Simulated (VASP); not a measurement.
Output of a VASP run:

OSZICAR:
```
       N       E                     dE             d eps       ncg     rms          rms(c)
DAV:   1     0.266966533220E+03    0.26697E+03   -0.15608E+04  1130   0.325E+03
DAV:   2     0.159332820592E+02   -0.25103E+03   -0.24774E+03  1430   0.767E+02
DAV:   3     0.107384185249E+01   -0.14859E+02   -0.14569E+02  1530   0.222E+02
DAV:   4    -0.334931202065E+00   -0.14088E+01   -0.13921E+01  1808   0.600E+01
DAV:   5    -0.480394489612E+00   -0.14546E+00   -0.14296E+00  1732   0.165E+01    0.835E+00
DAV:   6    -0.284811764770E+02   -0.28001E+02   -0.24378E+02  1658   0.170E+02    0.113E+01
DAV:   7    -0.267184331078E+02    0.17627E+01   -0.78218E+00  1566   0.366E+01    0.939E+00
DAV:   8    -0.263540669395E+02    0.36437E+00   -0.16960E-01  1420   0.389E+00    0.922E+00
DAV:   9    -0.279121084041E+02   -0.15580E+01   -0.19810E+00  1442   0.242E+01    0.146E+01
DAV:  10    -0.242576438757E+02    0.36545E+01   -0.29159E+01  1598   0.682E+01    0.726E+00
DAV:  11    -0.240948308432E+02    0.16281E+00   -0.19047E+00  1492   0.166E+01    0.329E+00
DAV:  12    -0.240824996652E+02    0.12331E-01   -0.17142E-01  1650   0.410E+00    0.741E-01
DAV:  13    -0.241655919504E+02   -0.83092E-01   -0.58748E-01  1650   0.848E+00    0.449E+00
DAV:  14    -0.240811604295E+02    0.84432E-01   -0.33050E-01  1632   0.617E+00    0.898E-01
DAV:  15    -0.240780929657E+02    0.30675E-02   -0.11697E-02  1656   0.119E+00    0.170E-01
DAV:  16    -0.240782669432E+02   -0.17398E-03   -0.29997E-04  1278   0.233E-01    0.159E-01
DAV:  17    -0.240776474302E+02    0.61951E-03   -0.11825E-03  1632   0.456E-01    0.400E-02
DAV:  18    -0.240779429979E+02   -0.29557E-03   -0.11137E-04  1184   0.153E-01    0.241E-02
DAV:  19    -0.240779502940E+02   -0.72962E-05   -0.52793E-06  1380   0.252E-02    0.875E-03
DAV:  20    -0.240779432601E+02    0.70339E-05   -0.56948E-06  1608   0.281E-02    0.989E-04
DAV:  21    -0.240779462239E+02   -0.29638E-05   -0.37918E-07  1226   0.833E-03    0.346E-04
DAV:  22    -0.240779460251E+02    0.19876E-06   -0.18200E-08   628   0.242E-03    0.389E-04
DAV:  23    -0.240779454495E+02    0.57558E-06   -0.15453E-08   604   0.248E-03    0.392E-04
DAV:  24    -0.240779460202E+02   -0.57070E-06   -0.13472E-08   550   0.241E-03    0.111E-04
DAV:  25    -0.240779459047E+02    0.11553E-06   -0.25109E-09   550   0.116E-03    0.962E-05
DAV:  26    -0.240779459140E+02   -0.93069E-08   -0.99705E-10   520   0.630E-04
   1 F= -.24077946E+02 E0= -.24077946E+02  d E =0.000000E+00
       N       E                     dE             ncg
       N       E                     dE             ncg
```

**OUTCAR**
```
------------------------ aborting loop because EDIFF is reached ----------------------------------------
  FORCE on cell =-STRESS in cart. coord.  units (eV):
  Direction    XX          YY          ZZ          XY          YZ          ZX
  --------------------------------------------------------------------------------------
  Total        0.0004369      0.0004369      0.0004369      0.0000000      0.0000000     -0.0000000
  in kB        0.0103332      0.0103332      0.0103332      0.0000000      0.0000000     -0.0000000
  external PRESSURE =       0.0103332 kB  Pullay stress =       0.0000000 kB
  volume of cell :       67.73
      direct lattice vectors                 reciprocal lattice vectors
     4.076330171  0.000000000  0.000000000     0.245318696  0.000000000  0.000000000
     0.000000000  4.076330171  0.000000000     0.000000000  0.245318696  0.000000000
     0.000000000  0.000000000  4.076330171     0.000000000  0.000000000  0.245318696
 POSITION                                       TOTAL-FORCE (eV/Angst)
 -----------------------------------------------------------------------------------
      0.00000      0.00000      0.00000         0.000000      0.000000      0.000000
      0.00000      2.03817      2.03817         0.000000      0.000000      0.000000
      2.03817      0.00000      2.03817         0.000000      0.000000      0.000000
      2.03817      2.03817      0.00000         0.000000      0.000000      0.000000
 -----------------------------------------------------------------------------------
    total drift:                               -0.000000      0.000000     -0.000000
  FREE ENERGIE OF THE ION-ELECTRON SYSTEM (eV)
  ---------------------------------------------------
  free  energy   TOTEN  =       -24.0779459140 eV

  energy  without entropy=      -24.0779459140  energy(sigma->0) =      -24.07794591

 total charge

# of ion       s       p       d       tot
------------------------------------------
    1        2.182   6.135   1.255   9.572
    2        0.436   0.388   0.000   0.824
    3        0.436   0.388   0.000   0.824
    4        0.436   0.388   0.000   0.824
--------------------------------------------------
tot          3.489   7.298   1.255  12.043

 Electric field gradients after diagonalization (V/A^2)
 (convention: |V_zz| > |V_xx| > |V_yy|)
----------------------------------------------------------------------
 ion       V_xx      V_yy      V_zz     asymmetry (V_yy - V_xx)/ V_zz
----------------------------------------------------------------------
   1      -0.000     0.000    -0.000      -0.540
   2      -9.707    -9.707    19.413       0.000
   3      -9.707    -9.707    19.413       0.000
   4      -9.707    -9.707    19.413       0.000
```
(Selected blocks of OUTCAR.)

### POSCAR
```
Al3Sc
1
    4.0763301707    -0.0000000000     0.0000000000
    0.0000000000     4.0763301707    -0.0000000000
   -0.0000000000     0.0000000000     4.0763301707
Sc Al
1 3
Direct
  0.0000000000   0.0000000000   0.0000000000
  0.0000000000   0.5000000000   0.5000000000
  0.5000000000   0.0000000000   0.5000000000
  0.5000000000   0.5000000000   0.0000000000
```

Write an INCAR and KPOINTS that could have produced this output.

Several could match; the one computed here: the input of the run itself, revTPSS meta-GGA, plane waves, VASP's PBE PAW potentials (set 64).

File KPOINTS:
```
Automatic mesh
0
Gamma
9 9 9
0 0 0
```

**INCAR**
```
! general
SYSTEM  = Al3Sc
PREC    = Accurate
ENCUT   = 520
LREAL   = F
LASPH   = T

! electronic loop
EDIFF   = 1E-7
NELM    = 100   ! most electronic steps
ALGO    = Normal   ! blocked Davidson
LMAXMIX = 4   ! l cut-off of mixed one-centre charges
LMIXTAU = T

! smearing
ISMEAR  = -5   ! tetrahedra, Bloechl

! functional
METAGGA = RTPSS

! ions
ISIF    = 2   ! forces and stress, cell fixed

! output
LWAVE   = F
LCHARG  = F
LORBIT  = 11   ! lm-projected
NEDOS   = 601   ! DOS grid

! other
LEFG    = T
```

### KPOINTS_OPT
```
k-points along high-symmetry lines
10
Line-mode
Reciprocal
  0.000000   0.000000   0.000000 ! GAMMA
  0.000000   0.500000   0.000000 ! X

  0.000000   0.500000   0.000000 ! X
  0.500000   0.500000   0.000000 ! M

  0.500000   0.500000   0.000000 ! M
  0.000000   0.000000   0.000000 ! GAMMA

  0.000000   0.000000   0.000000 ! GAMMA
  0.500000   0.500000   0.500000 ! R

  0.500000   0.500000   0.500000 ! R
  0.000000   0.500000   0.000000 ! X

  0.500000   0.500000   0.500000 ! R
  0.500000   0.500000   0.000000 ! M
```

POTCAR, in this order: Sc_sv Al (PBE.64 set). Program: vasp_std.

For a metal the tetrahedron method with Blöchl corrections gives inexact stress and forces.

The compound is Al3Sc in the L1_2 structure. It was relaxed first.
